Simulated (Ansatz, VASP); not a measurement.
## Cross-check of SnPt between VASP and Ansatz

Wanted: the spread between two codes on one cell, functional and k mesh. The cell is generated by rule, not measured, and may not be a known phase. The two relaxations start from unlike cells of this crystal (the structure described is Ansatz's start), so only their ends are compared.

Program: Ansatz 0.2.0. Level of theory: plane waves, with VASP 6.6.1 beside it; relaxation of cell and atoms at LDA. Results are calculated unless marked as measured.

The structure was built from a prototype and need not be the compound's stable phase.

**1. Set-up**

The structure is orthorhombic, space group C222_1 (No. 20). The conventional cell has a = 5.907 Å, b = 5.907 Å, c = 5.907 Å, α = 90.00°, β = 90.00°, γ = 90.00°. Nearest to Pt lie 4 Sn at 2.56 to 2.59 Å. Sn has 4 Pt at 2.56 to 2.59 Å nearest. Farther neighbours are not listed.

**2. Ansatz: relaxation of cell and atoms, LDA**

Ansatz runs on its default PAW (the set named soft_2) files.

The relaxed volume is the usual yardstick between codes: in a stiff, nearly cubic crystal its relative difference is about their pressure difference at one cell divided by the bulk modulus.

input.yaml reads:

```yaml
crystal:
  lattice:
    - [0.0, -2.9533293504, -2.9533293504]
    - [0.0, 2.9533293504, -2.9533293504]
    - [5.9066587008, 0.0, 0.0]
  atoms:
    - { symbol: Pt, position: [0.5330626681, 0.5330626681, 0.5] }
    - { symbol: Pt, position: [-0.0330626681, -0.0330626681, 0.0] }
    - { symbol: Sn, position: [0.0372460999, 0.4627539001, 0.75] }
    - { symbol: Sn, position: [0.4627539001, 0.0372460999, 0.25] }
kpoints:
  mp_grid: { grid: [10, 10, 6] }
hamiltonian:
  xc: lda
scf:
  occupations: { method: methfessel_paxton, width: 0.15 }
output:
  forces: true
  stress: true
  eigenvalues: true
relax:
  adjacent_minimum: "off"
  f_tol: 0.002
  max_steps: 120
  cell: { stress_tol: 0.03 }
```

Started as:

```sh
$ ansatz run input.yaml --threads 4 --pin off --max-ram 7168MiB --backend cpu --events-out ev --progress --plain --runs-dir out
```

Numbers of over 12 decimals in the logs are rounded to 6 here.

The log of the run:

```text
Engine: ansatz 0.2.0, aarch64-unknown-linux-gnu
Pseudopotentials: kind: paw
Pseudopotential: Pt, paw, valence charge 18, recommended cutoff 420 eV (normal), Pt.paw.azcp
Pseudopotential: Sn, paw, valence charge 14, recommended cutoff 420 eV (normal), Sn.paw.azcp
Functional definition: SPW92
  exchange = slater_x
  correlation = pw_c
Crystal: 4 atoms, lattice volume = 103.038 Å³
Basis set: ecut = 420 eV, 1963 PW (Γ)
Bands: 39, of which v1, the nominal top of the filled ones, is band 32 counted from 1 (31 counted from 0)
Symmetry: 4 space group operations
Space group: C2221 (ITA 20), of the structure as read, at distance tolerance 4.7e-5 Å
k-points: 124 of 600 (time reversal used)
Non-local potential: Pt, projectors of the file, l = 0: 3, l = 1: 2, l = 2: 2, l = 3: 1
Non-local potential: Sn, projectors of the file, l = 0: 2, l = 1: 2, l = 2: 2, l = 3: 2
PAW form: soft (Blöchl's): semilocal exchange-correlation on the pseudo side does not see the compensation charge
PAW frozen core: Pt, regenerated for the run's functional, and the local potential with it (the file was generated under x = pbe(κ = 0.804, μ = 0.219515), c = pbe(β = 0.066725))
PAW frozen core: Sn, regenerated for the run's functional, and the local potential with it (the file was generated under x = pbe(κ = 0.804, μ = 0.219515), c = pbe(β = 0.066725))
PAW one-centre angular grid: Pt, 590 points (default); XC on 64 Gauss nodes
PAW one-centre angular grid: Sn, 590 points (default); XC on 64 Gauss nodes
Initial density: superposition of atomic densities (neutral atoms: chi_scale 0, normalization atom), corrected by the library's trained network
Initial wavefunctions: pseudopotential atomic-orbital guess
Functional: x = slater, c = lda
SCF iter   1: F=—  HF=-36249.149179 eV  |F-HF|=—  |Δ(HF+E_count)|=         —  Δρ=5.68e-3  dr2=1.74e-2  ethr=1.77e-3  ⟨swp⟩=6.7  Hψ=19615  notcnv=0  defer=1
preconditioner: auto → LDOS  [metal: Δε(μ)=0.009 eV  Ē_g=14.827 eV  σ=0.150 eV  W_gap=0.05  n_scr=28 (ndim 8)  ℏωp=25.3 eV  f_vac=0.029  D(μ)=1.75/eV (n_scr^D=6)  β→1.0]
SCF iter   2: F=—  HF=-36249.146381 eV  |F-HF|=—  |Δ(HF+E_count)|=   2.80e-3  S|Δr|=    0.00e0  Δρ=3.10e-3  dr2=9.25e-3  ethr=2.72e-5  ⟨swp⟩=2.0  Hψ=8820  notcnv=0  defer=1
SCF iter   3: F=—  HF=-36249.142428 eV  |F-HF|=—  |Δ(HF+E_count)|=   3.95e-3  S|Δr|=    0.00e0  Δρ=5.20e-4  dr2=2.20e-4  ethr=1.45e-5  ⟨swp⟩=2.0  Hψ=7606  notcnv=0  defer=1
SCF iter   4: F=—  HF=-36249.142367 eV  |F-HF|=—  |Δ(HF+E_count)|=   6.12e-5  S|Δr|=    0.00e0  Δρ=1.43e-4  dr2=2.43e-5  ethr=3.43e-7  ⟨swp⟩=2.0  Hψ=8406  notcnv=0  defer=1
SCF iter   5: F=—  HF=-36249.142357 eV  |F-HF|=—  |Δ(HF+E_count)|=   1.04e-5  S|Δr|=    0.00e0  Δρ=2.83e-5  dr2=9.91e-7  ethr=3.80e-8  ⟨swp⟩=2.0  Hψ=7603  notcnv=0  defer=1
SCF iter   6: F=-36249.142357 eV  HF=-36249.142357 eV  |F-HF|=4.71e-8  |Δ(HF+E_count)|=   5.63e-8  S|Δr|=    0.00e0  Δρ=9.50e-6  dr2=9.87e-8  ethr=1.56e-10  ⟨swp⟩=9.6  Hψ=23617  notcnv=0
SCF 1 converged in 6 iterations: F = -36249.142357 eV  dr2 = 9.87e-8
  greatest PAW one-centre occupation: 1.000 electrons in one spin orbital (limit 2), on the Pt atom at site 1 (counted from 0), in its partial waves of l = 0
relax step   1: F+E_penalty+E_count = -36249.14235675 eV  Δ(F+E_penalty+E_count) = +0.000e0 eV  max|allowed force component| = 2.818e-2 eV/Å  Δτ_max = 0.0000 Å  P = -1.751 GPa  Ω = 103.038 Å³  (6 SCF iters, dr2 threshold 1.00e-7 eV, accepted)
[...]
relax step  15: F+E_penalty+E_count = -36251.41277511 eV  Δ(F+E_penalty+E_count) = -4.629e-3 eV  max|allowed force component| = 1.094e-3 eV/Å  Δτ_max = 0.0176 Å  P = +0.105 GPa  Ω = 78.300 Å³  energy of the carried Pulay correction = -8.798e-5 eV  (5 SCF iters, dr2 threshold 4.00e-7 eV, accepted)
[...]
relax step  16: F+E_penalty+E_count = -36251.41326027 eV  Δ(F+E_penalty+E_count) = -4.852e-4 eV  max|allowed force component| = 2.826e-4 eV/Å  Δτ_max = 0.0076 Å  P = -0.002 GPa  Ω = 78.356 Å³  energy of the carried Pulay correction = -1.163e-4 eV  (4 SCF iters, dr2 threshold 2.94e-7 eV, accepted)
[...]
relax step  17: F+E_penalty+E_count = -36251.41327208 eV  Δ(F+E_penalty+E_count) = -1.180e-5 eV  max|allowed force component| = 2.225e-4 eV/Å  Δτ_max = 0.0011 Å  P = +0.001 GPa  Ω = 78.353 Å³  energy of the carried Pulay correction = -1.147e-4 eV  (5 SCF iters, dr2 threshold 3.49e-9 eV, accepted)
[...]
relax step  18: F+E_penalty+E_count = -36251.41344356 eV  Δ(F+E_penalty+E_count) = -1.715e-4 eV  max|allowed force component| = 2.724e-4 eV/Å  Δτ_max = 0.0000 Å  P = -0.000 GPa  Ω = 78.353 Å³  stress off target by 1.21e-2 GPa  SCF on the basis re-selected at this cell (its energy is not comparable with the rows above)  (5 SCF iters)
basis re-selected at this cell: Δ(F+E_penalty+E_count) = -1.715e-4 eV, ΔP = -0.001 GPa vs the last step (what re-selecting the basis moved, of the pressure what is left beyond the Pulay correction that the steps carried, after the strain that the cell walked since its last selection, with what the two solves' SCF thresholds leave and, on support functions, any second-order correction that the steps lacked; it is no m [...]
SCF converged after 5 iterations
Stability not checked: this state was not tested for a lower state beside it, because cold or Methfessel-Paxton smearing, or corrected tetrahedra, fill the levels in a way that the test cannot read (fill_not_monotonic; see scf.lower_state_search)
Free energy (F): -36251.413444 eV
Harris-Foulkes:  -36251.413444 eV  (|F-HF|=0.00e0)
Internal energy: -36251.412841 eV  (E = F + TS)
E sigma→0 (E₀):  -36251.413293 eV
Entropy (-TS):   -0.000602 eV (-0.151 meV/atom)
Fermi energy:    16.370120 eV
--- Per-component energies (eV) ---
  E_band       = -534.579106
  E_kinetic    = 1661.991024
  E_local      = -5423.507429  (includes V_loc(G=0)·N_el)
  E_nonlocal   = 359.110336
  E_hartree    = 2493.205259
  E_xc         = -1281.020582
  E_vxc        = -806.163234  (∫ρ·V_xc dr)
  E_paw        = -26352.617770  (= ΣΔE_a)
  E_vpaw       = -1312.420661  (= ΣTr[D̂ρ^β])
  E_aug_tail   = 0.000369  (compensation charges beyond the density's cutoff)
  E_ewald      = -7710.351584
  E_core_change = 1.777535  (= ΣΔE_core)
  E_smearing   = -0.000602  (= −TS)
  E_closure    = -0.000000  (closes the sum)
  Σ components = -36251.413444   (vs F -36251.413444, Δ=0.00e0)
--- Forces (eV/Å), atoms counted from 1 ---
  atom   1  Pt     0.00000000     0.00000000     0.00010872
  atom   2  Pt     0.00000000     0.00000000    -0.00010872
  atom   3  Sn     0.00000000     0.00027236     0.00000000
  atom   4  Sn     0.00000000    -0.00027236     0.00000000
  max |Σ_I F_I| component: 0.00e0 eV/Å
--- Stress (GPa, compression-positive) ---
       -0.002502       0.000000       0.000000
        0.000000       0.012087       0.000000
        0.000000       0.000000      -0.010026
  P = ⅓ Tr σ = -0.0001 GPa (-0.001 kbar)
--- Band table (eV; the first three rows and the last of 124) ---
  k-point 0: bands = [... 28 lower, 14.4235, 14.4242, 17.6772, 18.1316, 18.1412, 20.1737, 21.1707, 21.7429, ... 3 higher]
  k-point 1: bands = [... 28 lower, 14.1094, 14.1107, 17.1752, 18.5612, 18.5699, 20.2739, 20.6166, 21.6320, ... 3 higher]
  k-point 2: bands = [... 28 lower, 13.4976, 13.4994, 16.6742, 18.7843, 19.4996, 19.5066, 21.2410, 21.2419, ... 3 higher]
  k-point 123: bands = [... 28 lower, 13.3415, 13.3415, 13.7364, 13.7364, 18.0455, 18.0455, 19.8517, 19.8517, ... 3 higher]
--- Relaxed structure (16 steps of the walk, 16 accepted, 2 SCFs on fresh bases) ---
  F+E_penalty+E_count = -36251.41344356 eV   max|allowed force component| = 2.724e-4 eV/Å   (the final SCF, on the basis selected at the relaxed cell)
  cell:  # Å, volume = 78.3534 Å³
    - [0.0, -3.540960, -2.045593]
    - [0.0, 3.540960, -2.045593]
    - [5.408635, 0.0, 0.0]
  atoms:
    - { symbol: Pt, position: [0.750006, 0.750006, 0.5] }
    - { symbol: Pt, position: [-0.250006, -0.250006, 0.0] }
    - { symbol: Sn, position: [0.083430, 0.416570, 0.75] }
    - { symbol: Sn, position: [0.416570, 0.083430, 0.25] }
```

**3. VASP: relaxation of cell and atoms, LDA**

Its own start cell and the same functional (in two slightly different forms), mesh and smearing now go to VASP, with its own data sets.

Lines of VASP's logs that name or quote its potential files are left out, and so is its time.

INCAR reads:

```
SYSTEM = SnPt
PREC = Accurate
ENCUT = 500
EDIFF = 1E-07
NELM = 120
ISMEAR = 1
SIGMA = 0.15
LREAL = .FALSE.
ALGO = Normal
GGA = CA
NBANDS = 30
LASPH = .TRUE.
LORBIT = 11
LWAVE = .FALSE.
LCHARG = .FALSE.
ISIF = 3
IBRION = 2
NSW = 80
EDIFFG = -0.005
GGA_COMPAT = .FALSE.
NELMIN = 4
KPAR = 2
```

POSCAR reads:

```
SnPt
1.0
    0.0000000000     -3.5400501714     -2.0489617507
    0.0000000000      3.5400501714     -2.0489617507
    5.4158909557      0.0000000000      0.0000000000
Pt Sn
2 2
Direct
    0.7501828523      0.7501828523      0.4999999153
    0.7498171477      0.7498171477      0.0000000000
    0.0836537832      0.4163463861      0.7499999577
    0.4163463861      0.0836537832      0.2500000423
```

KPOINTS reads:

```
Automatic mesh
0
Gamma
10 10 6
0 0 0
```

PAW data sets: Pt and Sn_d (LDA family, release 64).

Started as:

```sh
$ mpirun -np 2 vasp_std
```

The log of the run:

```text
[banner, memory and clock lines left out]
running    2 mpi-ranks, on    1 nodes
 distrk:  each k-point on    1 cores,    2 groups
 distr:  one band on    1 cores,    1 groups

 POSCAR found type information on POSCAR PtSn
 POSCAR found :  2 types and       4 ions
 LDA part: xc-table for (Slater(with rela. corr.)+CA(PZ))
 , standard interpolation
 POSCAR, INCAR and KPOINTS ok, starting setup
 FFT: planning ... GRIDC
 FFT: planning ... GRID_SOFT
 FFT: planning ... GRID
 WAVECAR not read
 entering main loop
       N       E                     dE             d eps       ncg     rms          rms(c)
DAV:   1     0.479245669877E+03    0.47925E+03   -0.22695E+04  7800   0.236E+03
DAV:   2     0.345251621155E+02   -0.44472E+03   -0.42494E+03  7602   0.608E+02
DAV:   3    -0.247522373452E+02   -0.59277E+02   -0.56680E+02  8446   0.176E+02
DAV:   4    -0.271064258416E+02   -0.23542E+01   -0.23382E+01  8526   0.378E+01
DAV:   5    -0.271793774894E+02   -0.72952E-01   -0.72939E-01  9482   0.696E+00    0.129E+01
DAV:   6    -0.265205343874E+02    0.65884E+00   -0.21629E+00  8214   0.965E+00    0.576E+00
DAV:   7    -0.263973725782E+02    0.12316E+00   -0.19078E-01  9398   0.470E+00    0.301E+00
DAV:   8    -0.263651071232E+02    0.32265E-01   -0.65796E-02  8834   0.184E+00    0.315E-01
DAV:   9    -0.263642259270E+02    0.88120E-03   -0.44615E-03  9386   0.765E-01    0.158E-01
DAV:  10    -0.263640914342E+02    0.13449E-03   -0.79314E-04  9532   0.309E-01    0.379E-02
DAV:  11    -0.263640883503E+02    0.30839E-05   -0.41334E-05  8262   0.605E-02    0.157E-02
DAV:  12    -0.263640870126E+02    0.13377E-05   -0.53181E-06  9518   0.241E-02    0.240E-03
DAV:  13    -0.263640870593E+02   -0.46691E-07   -0.54753E-07  7870   0.460E-03
   1 F= -.26364087E+02 E0= -.26364022E+02  d E =-.263641E+02
[...]
2 F= -.26364110E+02 E0= -.26364036E+02  d E =-.227550E-04
[...]
3 F= -.26364110E+02 E0= -.26364036E+02  d E =-.227567E-04
[...]
4 F= -.26364115E+02 E0= -.26364040E+02  d E =-.476388E-05
[...]
5 F= -.26364117E+02 E0= -.26364041E+02  d E =-.739777E-05
[...]
6 F= -.26364118E+02 E0= -.26364043E+02  d E =-.120104E-05
[...]
7 F= -.26364122E+02 E0= -.26364047E+02  d E =-.442517E-05
 curvature:  -0.89 expect dE=-0.138E-04 dE for cont linesearch -0.207E-05
 ZBRENT: increasing intervall
 opt :   0.4975  next Energy=   -26.364127 (dE=-0.968E-05)
 bond charge predicted
       N       E                     dE             d eps       ncg     rms          rms(c)
DAV:   1    -0.263641353849E+02   -0.13745E-04   -0.33249E-03  8226   0.332E-01    0.238E-02
DAV:   2    -0.263641311441E+02    0.42408E-05   -0.11473E-04 10486   0.990E-02    0.127E-02
DAV:   3    -0.263641271103E+02    0.40338E-05   -0.76274E-06 10938   0.282E-02    0.573E-03
DAV:   4    -0.263641263524E+02    0.75788E-06   -0.21001E-06 10630   0.149E-02    0.154E-03
DAV:   5    -0.263641263441E+02    0.83819E-08   -0.34538E-07  6528   0.495E-03
   8 F= -.26364126E+02 E0= -.26364053E+02  d E =-.913035E-05
 curvature:  -2.26 expect dE=-0.136E-04 dE for cont linesearch -0.199E-05
 trial: gam=-0.24254 g(F)=  0.764E-06 g(S)=  0.525E-05 ort = 0.124E-04 (trialstep = 0.139E+00)
 search vector abs. value=  0.103E-04
 reached required accuracy - stopping structural energy minimisation
```

Parts of OUTCAR (step 3):

```text
ion  position               nearest neighbor table
   1  0.750  0.750  0.500-   2 2.71   2 2.71   4 2.72   3 2.72   4 2.72   3 2.72   4 2.72   3 2.72

  LATTYP: Found a base centered orthorhombic cell.
 ALAT       =     4.0979235014
 B/A-ratio  =     1.7277287730
 C/A-ratio  =     1.3216183645

 Subroutine GETGRP returns: Found  4 space group operations
 (whereof  2 operations were pure point group operations)

The static configuration has the point symmetry C_2 .
 The point group associated with its full space group is D_2 .

 Found    124 irreducible k-points:

   k-points           NKPTS =    124   k-points in BZ     NKDIM =    124   number of bands    NBANDS=     30

   dimension x,y,z NGX =    30 NGY =   30 NGZ =   40
   dimension x,y,z NGXF=    60 NGYF=   60 NGZF=   80

   ENCUT  =  500.0 eV  36.75 Ry    6.06 a.u.   7.46  7.46  9.87*2*pi/ulx,y,z

   NELECT =      48.0000    total number of electrons

 k-points in reciprocal lattice and weights: Automatic mesh
   0.00000000  0.00000000  0.00000000       0.002
   0.10000000  0.00000000  0.00000000       0.007
   0.20000000  0.00000000  0.00000000       0.007
   0.30000000  0.00000000  0.00000000       0.007
   0.40000000  0.00000000  0.00000000       0.007
   0.50000000  0.00000000  0.00000000       0.003
   0.10000000  0.10000000  0.00000000       0.003
   0.20000000  0.10000000  0.00000000       0.007
   0.30000000  0.10000000  0.00000000       0.007
[...]
-0.40000000  0.40000000  0.50000000       0.003
   0.50000000  0.50000000  0.50000000       0.002

 average (electrostatic) potential at core
       1 -64.4906       2 -64.4906       3 -96.8569       4 -96.8569

 E-fermi :   9.8992

 k-point     1 :       0.0000    0.0000    0.0000
  band No.  band energies     occupation
    ...
     18       5.6518      2.00000
     19       6.6138      2.00000
     20       6.6146      2.00000
     21       7.9446      2.00000
     22       7.9457      2.00000
     23      11.1834     -0.00000
     24      11.6570     -0.00000
     25      11.6685     -0.00000
     26      13.7037      0.00000
     27      14.6835      0.00000
    ...

 k-point     2 :       0.1000    0.0000    0.0000
  band No.  band energies     occupation
    ...
     18       5.6513      2.00000
     19       6.5233      2.00000
     20       6.6503      2.00000
     21       7.9266      2.00000
     22       7.9475      2.00000
     23      10.6946     -0.00000
     24      11.1136     -0.00000
     25      11.3360     -0.00000
     26      13.4068      0.00000
     27      14.7308      0.00000
    ...

 k-point     3 :       0.2000    0.0000    0.0000
  band No.  band energies     occupation
    ...
     19       6.3142      2.00000
     20       6.7467      2.00000
     21       7.8839      2.00000
     22       7.9535      2.00000
     23       9.0472      2.00000
     24      10.5361     -0.00000
     25      10.8571     -0.00000
     26      12.8349     -0.00000
     27      14.3981      0.00000
     28      15.1496      0.00000
    ...

  Total       -0.0139926     -0.0097089     -0.0120684      0.0000000      0.0000000      0.0000000
  in kB       -0.2852624     -0.1979321     -0.2460343      0.0000000      0.0000000      0.0000000
  external PRESSURE =      -0.2430763 kB  Pullay stress =       0.0000000 kB

  energy-cutoff  :      500.00
  volume of cell :       78.59
      direct lattice vectors                 reciprocal lattice vectors
     0.000000000 -3.544202054 -2.047448845     0.000000000 -0.141075478 -0.244206345
     0.000000000  3.544202054 -2.047448845     0.000000000  0.141075478 -0.244206345
     5.415069041  0.000000000  0.000000000     0.184669852  0.000000000  0.000000000

 POSITION                                       TOTAL-FORCE (eV/Angst)
 -----------------------------------------------------------------------------------
      2.70753      0.00000     -3.07103         0.000000      0.000000     -0.000553
      0.00000      0.00000     -3.07132         0.000000      0.000000      0.000553
      4.06130      1.18045     -1.02372        -0.000000      0.002759      0.000000
      1.35377     -1.18045     -1.02372         0.000000     -0.002759      0.000000
 -----------------------------------------------------------------------------------
    total drift:                                0.000086     -0.000112      0.000484

  FREE ENERGIE OF THE ION-ELECTRON SYSTEM (eV)
  ---------------------------------------------------
  free  energy   TOTEN  =       -26.3641263441 eV

  energy  without entropy=      -26.3639063108  energy(sigma->0) =      -26.36405300

 reached required accuracy - stopping structural energy minimisation

 total charge
# of ion       s       p       d       tot
------------------------------------------
    1        0.703   0.601   8.204   9.509
    2        0.703   0.601   8.204   9.509
    3        1.133   1.157  10.067  12.358
    4        1.133   1.157  10.067  12.358
--------------------------------------------------
tot          3.673   3.517  36.543  43.734

[... 3 further parts left out ...]
```

**4. Side by side**

Known differences besides the potentials themselves: the two LDA forms differ slightly; the data sets hold 64 valence electrons in Ansatz (on its default PAW (the set named soft_2) files) and 48 in VASP; the cutoff is 420 eV in Ansatz and 500 eV in VASP; VASP's log shows a relativistic correction to its local exchange, Ansatz's none; Ansatz adds a Pulay correction to the stress that steers its cell, VASP none. Total energies have different zeros and are not compared.

Compared:

```csv
quantity,Ansatz,VASP,difference
volume (Å³),78.35,78.59,-0.30 %
"edge a after relaxation, in the typed setting (Å)",4.089,4.093,-0.09 %
"edge c after relaxation, in the typed setting (Å)",5.409,5.415,-0.12 %
```

**5. What came out**

```yaml
difference_in_volume_relaxation_of_cell_and_atoms_lda: -0.30 %
```

What this shows: The difference in volume is -0.30 % (relaxation of cell and atoms, LDA), within the 1.2 % picked in this series as the mark of a large difference, as far as the stopping tolerances let one tell. The data sets hold unlike numbers of valence electrons (64 in Ansatz and 48 in VASP), so part of the differences comes from the potentials. How closely two codes agree says nothing of how well the functional describes the real material.

[Lines on the potential files, build, host, timing and source positions are cut from VASP's logs without a mark.]

[Logs are printed without paths, hosts, clocks, repeated set-up lines and the standing remarks that a program may print on its own settings, such as how far it seeks lower states.]

[Hosts, paths, dates, database ids (printed as entryN), source tags and the programs' standing remarks are cut or masked in the printed files.]
